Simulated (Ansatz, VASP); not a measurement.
**KCeS2: VASP beside Ansatz**

One calculation is typed for both programs; each brings its own data sets and cutoff. How far apart do they land? The cell is a member of a volume series, scaled by 1.02 from a relaxed one, so a pressure remains.

Calculated with Ansatz 0.2.0; plane waves, with VASP 6.6.1 beside it; single point at PBEsol, DFT+U.

In doubt: a part-filled 4f shell, where there is one, can sit in one of many states, so energies may not be the lowest and differences between runs may mislead; derivatives with an open 4f shell can jump between states, which bears on forces and vibrations.

## 1. The structure

It takes space group R-3m (No. 166, trigonal). The conventional cell has a = 4.236 Å, b = 4.236 Å, c = 21.919 Å, α = 90.00°, β = 90.00°, γ = 120.00°. K has 6 S at 3.23 Å nearest. Nearest to Ce lie 6 S at 2.89 Å. Nearest to S lie 3 Ce at 2.89 Å and 3 K at 3.23 Å. Farther neighbours and most contacts between anions are not listed.

As a file:

```cif
data_structure
_symmetry_space_group_name_H-M 'R-3m:H'
_symmetry_Int_Tables_number 166
_cell_length_a 4.2361
_cell_length_b 4.2361
_cell_length_c 21.9192
_cell_angle_alpha 90.000
_cell_angle_beta 90.000
_cell_angle_gamma 120.000
_cell_volume 340.63
loop_
_atom_site_label
_atom_site_type_symbol
_atom_site_symmetry_multiplicity
_atom_site_Wyckoff_symbol
_atom_site_fract_x
_atom_site_fract_y
_atom_site_fract_z
_atom_site_occupancy
K1 K 3 b 0.66667 0.33333 0.83333 1
Ce1 Ce 3 a 0.00000 0.00000 0.00000 1
S1 S 6 c 0.33333 0.66667 0.92963 1
```

## 2. Ansatz: single point, PBEsol, DFT+U

Ansatz runs on its default PAW (the set named soft_2) files.

A single point gives forces, pressure and levels at one fixed geometry, so differences don't come from the geometry; what else differs is listed under the comparison.

File input.yaml:

```yaml
crystal:
  lattice:
    - [2.1180404405, 1.2228512185, 7.306395928]
    - [-2.1180404405, 1.2228512185, 7.306395928]
    - [0.0, -2.445702437, 7.306395928]
  atoms:
    - { symbol: K, position: [0.5, 0.5, 0.5] }
    - { symbol: Ce, position: [0.0, 0.0, 0.0], spin: 0.992 }
    - { symbol: S, position: [0.2629669045, 0.2629669045, 0.2629669045], spin: -0.01 }
    - { symbol: S, position: [0.7370330955, 0.7370330955, 0.7370330955], spin: -0.01 }
hamiltonian:
  xc: pbesol
  pseudopotentials: { kind: paw }
  hubbard: { sites: [{ species: Ce, l: f, u_eff: 6.0 }] }
magnetization:
  spin_polarized: true
kpoints:
  mp_grid: { grid: [7, 7, 7] }
scf:
  occupations: { method: gaussian, width: 0.05 }
  n_extra_bands: 7
output:
  forces: true
  stress: true
  eigenvalues: true
  write_density: true
  write_potential: true
  elf: true
  volumetric_format: npy
```

Command:

```sh
> ansatz run input.yaml --threads 2 --pin off --max-ram 4608MiB --backend cpu --events-out ev --progress --plain --runs-dir out
```

Numbers of over 12 decimals in the logs are rounded to 6 here.

Output:

```text
basis.fft_grid_basis auto: the FFT boxes are laid along the combinations [[1, -1, 0], [0, 1, 0], [0, -1, 1]] of the cell's own vectors, 4.236, 7.705 and 4.236 Å long. The dense box has 30×54×30 points. Along the cell's own vectors, as sized, it would have 54×54×54, 3.24 times as many. Of the 12 symmetry operations that the crystal satisfies within crystal.symmetry.tolerance (time reversal apart; of a slab, those that [...]
K: projections on atomic orbitals take those of the free atom [Ne] 3s2 3p6 4s1, of charge +0.00 (hamiltonian.pseudopotentials.projection_atoms); the dataset's partial waves leave at most 2.3e-7 of an orbital's norm unspanned inside its sphere
Ce: projections on atomic orbitals take those of the free atom [Kr 4d10] 4f1 5s2 5p6 5d1 6s2, of charge +0.00 (hamiltonian.pseudopotentials.projection_atoms); the dataset's partial waves leave at most 1.4e-5 of an orbital's norm unspanned inside its sphere
S: projections on atomic orbitals take those of the free atom [Ne] 3s2 3p4, of charge +0.00 (hamiltonian.pseudopotentials.projection_atoms); the dataset's partial waves leave at most 1.6e-7 of an orbital's norm unspanned inside its sphere
scf.n_extra_bands = 7 over 17 filled bands (N_el = 33.0): the run solves 24 bands
Engine: ansatz 0.2.0, aarch64-unknown-linux-gnu
Pseudopotentials: kind: paw
Pseudopotential: K, paw, valence charge 9, recommended cutoff 420 eV (normal), K.paw.azcp
Pseudopotential: Ce, paw, valence charge 12, recommended cutoff 420 eV (normal), Ce.paw.azcp
Pseudopotential: S, paw, valence charge 6, recommended cutoff 420 eV (normal), S.paw.azcp
Functional definition: PBEsol
  exchange = pbesol_x
  correlation = pbesol_c
Crystal: 4 atoms, lattice volume = 113.544 Å³
Basis set: ecut = 420 eV, 2209 PW (Γ), FFT grids on a1−a2, a2, −a2+a3, exchange–correlation on 60×108×60 points (8 copies of the dense FFT grid, shifted against one another)
Bands: 32, of which v1, the nominal top of the filled ones, is band 17 counted from 1 (16 counted from 0)
Symmetry: 12 space group operations
Space group: R-3m (ITA 166), of the structure as read, at distance tolerance 4.8e-5 Å
Magnetic group: BNS 166.97 (UNI 1327), of the structure as read, at distance tolerance 4.8e-5 Å
k-points: 44 of 343
Non-local potential: K, projectors of the file, l = 0: 3, l = 1: 2, l = 2: 2
Non-local potential: Ce, projectors of the file, l = 0: 3, l = 1: 2, l = 2: 2, l = 3: 3
Non-local potential: S, projectors of the file, l = 0: 2, l = 1: 2, l = 2: 2
PAW form: soft (Blöchl's): semilocal exchange-correlation on the pseudo side does not see the compensation charge
PAW frozen core: K, regenerated for the run's functional, and the local potential with it (the file was generated under x = pbe(κ = 0.804, μ = 0.219515), c = pbe(β = 0.066725))
PAW frozen core: Ce, regenerated for the run's functional, and the local potential with it (the file was generated under x = pbe(κ = 0.804, μ = 0.219515), c = pbe(β = 0.066725))
PAW frozen core: S, regenerated for the run's functional, and the local potential with it (the file was generated under x = pbe(κ = 0.804, μ = 0.219515), c = pbe(β = 0.066725))
PAW one-centre angular grid: K, 110 points (default); XC on 64 Gauss nodes
PAW one-centre angular grid: Ce, 590 points (default); XC on 64 Gauss nodes
PAW one-centre angular grid: S, 110 points (default); XC on 64 Gauss nodes
Initial density: superposition of atomic densities (chi_scale 0.1, normalization cell, long waves kept (reshape's long-wave potential 0.05 eV rms))
Starting moments: Σ|m| = 0.02 μB on 2 of 4 sites
Initial wavefunctions: pseudopotential atomic-orbital guess
Functional: x = pbesol(κ = 0.804, μ = 0.123457), c = pbesol(β = 0.046)
SCF iter   1: F=—  HF=-9777.998172 eV  |F-HF|=—  |Δ(HF+E_count)|=         —  Δρ=5.78e-2 (↑2.16e-2 ↓5.78e-2)  dr2=2.75e0  dr2_m=5.36e-1  M=1.000 μB ∫|m|=1.026 μB  β_m=0.30  ethr=3.10e-3  ⟨swp⟩=6.2  Hψ=14418  notcnv=0  defer=45
preconditioner: auto → Kerker (q_TF=auto, 2.220 Å⁻¹)  [metal: Δε(μ)=0.004 eV  Ē_g=13.812 eV  σ=0.050 eV  W_gap=0.04  n_scr=22 (ndim 8)  ℏωp=18.8 eV  f_vac=0.001  D(μ)=10.22/eV (n_scr^D=128)]
spin=Collinear: Kerker preconditioning applied to the charge; magnetization (m = ρ↑ − ρ↓) channel mixes plain (no charge-response kernel on spin).
SCF iter   2: F=—  HF=-9777.460979 eV  |F-HF|=—  |Δ(HF+E_count)|=   5.37e-1  Δρ=4.13e-2 (↑1.53e-2 ↓4.13e-2)  dr2=1.47e0  dr2_m=2.85e-1  M=1.000 μB ∫|m|=1.025 μB  β_m=0.65  ethr=3.10e-3  ⟨swp⟩=3.1  Hψ=5785  notcnv=0
SCF iter   3: F=—  HF=-9777.036433 eV  |F-HF|=—  |Δ(HF+E_count)|=   4.25e-1  Δρ=3.06e-3 (↑3.06e-3 ↓2.86e-3)  dr2=8.90e-2  dr2_m=1.19e-4  M=1.000 μB ∫|m|=1.022 μB  β_m=0.82  ethr=3.10e-3  ⟨swp⟩=4.1  Hψ=7840  notcnv=0  defer=1
SCF iter   4: F=—  HF=-9777.047899 eV  |F-HF|=—  |Δ(HF+E_count)|=   1.15e-2  Δρ=1.22e-3 (↑1.22e-3 ↓9.79e-4)  dr2=1.32e-2  dr2_m=9.42e-5  M=1.000 μB ∫|m|=1.034 μB  β_m=0.91  ethr=2.70e-4  ⟨swp⟩=3.2  Hψ=5751  notcnv=0
SCF iter   5: F=—  HF=-9777.049670 eV  |F-HF|=—  |Δ(HF+E_count)|=   1.77e-3  Δρ=4.20e-4 (↑3.75e-4 ↓4.20e-4)  dr2=1.50e-3  dr2_m=7.28e-6  M=1.000 μB ∫|m|=1.042 μB  β_m=0.95  ethr=3.99e-5  ⟨swp⟩=2.1  Hψ=5213  notcnv=0
SCF iter   6: F=—  HF=-9777.050258 eV  |F-HF|=—  |Δ(HF+E_count)|=   5.88e-4  Δρ=1.40e-4 (↑1.40e-4 ↓1.14e-4)  dr2=1.37e-4  dr2_m=5.90e-7  M=1.000 μB ∫|m|=1.047 μB  β_m=0.98  ethr=4.54e-6  ⟨swp⟩=2.6  Hψ=4667  notcnv=0
SCF iter   7: F=—  HF=-9777.050286 eV  |F-HF|=—  |Δ(HF+E_count)|=   2.83e-5  Δρ=4.07e-5 (↑3.58e-5 ↓4.07e-5)  dr2=1.59e-5  dr2_m=1.16e-7  M=1.000 μB ∫|m|=1.048 μB  β_m=0.99  ethr=4.16e-7  ⟨swp⟩=2.3  Hψ=4326  notcnv=0
Bands: 24, of which v1, the nominal top of the filled ones, is band 17 counted from 1 (16 counted from 0)
Initial density: handed on by an earlier stage of this run
Starting moments: Σ|m| = 0.02 μB on 2 of 4 sites; this step starts from the density that it was given
SCF iter   1: F=—  HF=-9777.092203 eV  |F-HF|=—  |Δ(HF+E_count)|=         —  Δρ=1.26e-2 (↑1.26e-2 ↓2.25e-4)  dr2=3.79e-2  dr2_m=4.26e-2  M=1.000 μB ∫|m|=1.092 μB  ethr=3.03e-6  ⟨swp⟩=8.8  Hψ=13740  notcnv=0
iteration 1: the SCF starts in the orbital order of the open f shells that the search before it chose, by its bands or by converging an SCF in each of two, with that order's moments; no other order was found more than 0.2 meV higher (one found slightly lower counts as degenerate)
preconditioner: auto → Resta (q_TF=auto, 2.220 Å⁻¹)  ε∞=3.8  [insulator: Δε(μ)=1.553 eV  Ē_g=11.255 eV  σ=0.050 eV  W_gap=1.00  n_scr=22 (ndim 8)  ℏωp=18.8 eV  f_vac=0.028  D(μ)=0.00/eV (n_scr^D=0)  ε∞_Penn≈3.8]
spin=Collinear: Resta preconditioning applied to the charge; magnetization (m = ρ↑ − ρ↓) channel mixes plain (no charge-response kernel on spin).
SCF iter   2: F=—  HF=-9777.098803 eV  |F-HF|=—  |Δ(HF+E_count)|=   6.60e-3  Δρ=9.23e-4 (↑7.12e-4 ↓9.23e-4)  dr2=2.78e-3  dr2_m=2.15e-4  M=1.000 μB ∫|m|=1.089 μB  β_m=0.30  ethr=3.03e-6  ⟨swp⟩=4.6  Hψ=7199  notcnv=0
SCF iter   3: F=—  HF=-9777.098323 eV  |F-HF|=—  |Δ(HF+E_count)|=   4.81e-4  Δρ=6.38e-4 (↑4.09e-4 ↓6.38e-4)  dr2=7.78e-4  dr2_m=1.17e-4  M=1.000 μB ∫|m|=1.089 μB  β_m=0.48  ethr=3.03e-6  ⟨swp⟩=2.2  Hψ=3281  notcnv=0
SCF iter   4: F=—  HF=-9777.098231 eV  |F-HF|=—  |Δ(HF+E_count)|=   9.15e-5  Δρ=2.15e-4 (↑7.54e-5 ↓2.15e-4)  dr2=2.09e-5  dr2_m=1.50e-5  M=1.000 μB ∫|m|=1.089 μB  β_m=0.69  ethr=2.36e-6  ⟨swp⟩=2.1  Hψ=3002  notcnv=0
SCF iter   5: F=—  HF=-9777.098250 eV  |F-HF|=—  |Δ(HF+E_count)|=   1.87e-5  Δρ=2.26e-5 (↑1.79e-5 ↓2.26e-5)  dr2=4.25e-7  dr2_m=3.18e-7  M=1.000 μB ∫|m|=1.088 μB  β_m=0.78  ethr=6.34e-8  ⟨swp⟩=2.0  Hψ=3490  notcnv=0
SCF iter   6: F=—  HF=-9777.098251 eV  |F-HF|=—  |Δ(HF+E_count)|=   1.01e-6  Δρ=7.36e-6 (↑7.36e-6 ↓4.46e-6)  dr2=3.87e-8  dr2_m=2.04e-8  M=1.000 μB ∫|m|=1.088 μB  β_m=0.89  ethr=3.03e-10  ⟨swp⟩=12.5  Hψ=16843  notcnv=0
SCF iter   7: F=—  HF=-9777.098251 eV  |F-HF|=—  |Δ(HF+E_count)|=   5.32e-7  Δρ=4.68e-6 (↑4.68e-6 ↓1.82e-6)  dr2=8.50e-9  dr2_m=8.64e-9  M=1.000 μB ∫|m|=1.088 μB  β_m=0.95  ethr=1.17e-10  ⟨swp⟩=9.4  Hψ=14243  notcnv=0
SCF iter   8: F=-9777.098252 eV  HF=-9777.098252 eV  |F-HF|=1.10e-8  |Δ(HF+E_count)|=   5.05e-7  Δρ=2.28e-6 (↑2.28e-6 ↓1.55e-6)  dr2=1.38e-8  dr2_m=1.84e-9  M=1.000 μB ∫|m|=1.088 μB  ethr=2.58e-11  ⟨swp⟩=10.3  Hψ=15080  notcnv=0
SCF 1 converged in 8 iterations: F = -9777.098252 eV  dr2 = 1.38e-8
  greatest PAW one-centre occupation: 0.987 electrons in one spin orbital (limit 2), on the K atom at site 0 (counted from 0), in its partial waves of l = 0
SCF converged after 15 iterations (7 of them in the search for the orbital order of the open f shells)
Magnetization: 1.0000 μB (17.0000 up, 16.0000 down)
Absolute magnetization: 1.0688 μB (∫|ρ↑−ρ↓|, with the PAW one-centre terms)
Spin contamination: 0.0011 ħ² per cell (⟨S²⟩ above its minimum at these occupations)
Per-site moments (μB) at R_I (Å): [(-0.0005893, 1.332639), (0.976376, 1.192716), (-0.011877, 1.192716), (-0.011877, 1.192716)]
Free energy (F): -9777.098252 eV
Harris-Foulkes:  -9777.098252 eV  (|F-HF|=1.10e-8)
Internal energy: -9777.098252 eV  (E = F + TS)
E sigma→0 (E₀):  -9777.098252 eV
Fermi energy:    6.596990 eV
--- Per-component energies (eV) ---
  E_band       = -167.796210
  E_kinetic    = 834.934941
  E_local      = -1360.520763  (includes V_loc(G=0)·N_el)
  E_nonlocal   = 34.346861
  E_hartree    = 458.621245
  E_xc         = -546.786554
  E_vxc        = -584.607513  (∫ρ·V_xc dr)
  E_hubbard    = 0.315536  (on-site DFT+U / exact-exchange correction)
  E_vhub       = -2.676469  (the Hubbard potential's part of the band-sum identity)
  E_paw        = -7320.862333  (= ΣΔE_a)
  E_vpaw       = -6.517130  (= ΣTr[D̂ρ^β])
  E_aug_tail   = 0.000000  (compensation charges beyond the density's cutoff)
  E_ewald      = -1877.605263
  E_core_change = 0.458079  (= ΣΔE_core)
  E_smearing   = -0.000000  (= −TS)
  E_closure    = 0.000000  (closes the sum)
  Σ components = -9777.098252   (vs F -9777.098252, Δ=0.00e0)
--- Forces (eV/Å), atoms counted from 1 ---
  atom   1  K      0.00000000     0.00000000    -0.00000000
  atom   2  Ce     0.00000000     0.00000000    -0.00000000
  atom   3  S      0.00000000     0.00000000     0.14630991
  atom   4  S      0.00000000    -0.00000000    -0.14630991
  max |Σ_I F_I| component: 1.11e-16 eV/Å
--- Stress (GPa, compression-positive) ---
       -1.253480       0.000000       0.000000
        0.000000      -1.253480       0.000000
        0.000000       0.000000      -1.061978
  P = ⅓ Tr σ = -1.1896 GPa (-11.896 kbar)
--- Band table (eV; the first three rows and the last of 88) ---
  k-point 0 ↑: bands = [... 13 lower, 3.9271, 5.2608, 5.4415, 5.4415, 8.8187, 8.8187, 9.2665, 9.3280, ... 3 higher]
  k-point 1 ↑: bands = [... 13 lower, 4.0043, 4.8396, 5.2813, 5.3026, 8.6890, 9.1364, 9.4344, 9.8034, ... 3 higher]
  k-point 2 ↑: bands = [... 13 lower, 4.1271, 4.2207, 5.0621, 5.1760, 8.3948, 9.6628, 9.7256, 9.9348, ... 3 higher]
  k-point 43 ↓: bands = [... 13 lower, 4.8904, 4.9861, 5.2273, 8.7137, 9.3827, 9.5611, 10.1915, 10.6630, ... 3 higher]
Occupation matrices written to <dir>
```

The job ended after 39 s (2 threads of Arm Neoverse V2, shared host; peak memory 0.58 GiB).

The column dr2 measures how far the density is from self-consistency, as an energy; F and HF (Harris–Foulkes) agree once it is small.

The run ends at a pressure of -1.19 GPa, with forces up to 0.15 eV/Å.

[end of part 1 of 3]

[Lines on the potential files, build, host, timing and source positions are cut from VASP's logs without a mark.]

[Logs are printed without paths, hosts, clocks, repeated set-up lines and the standing remarks that a program may print on its own settings, such as how far it seeks lower states.]

[Hosts, paths, dates, database ids (printed as entryN), source tags and the programs' standing remarks are cut or masked in the printed files.]
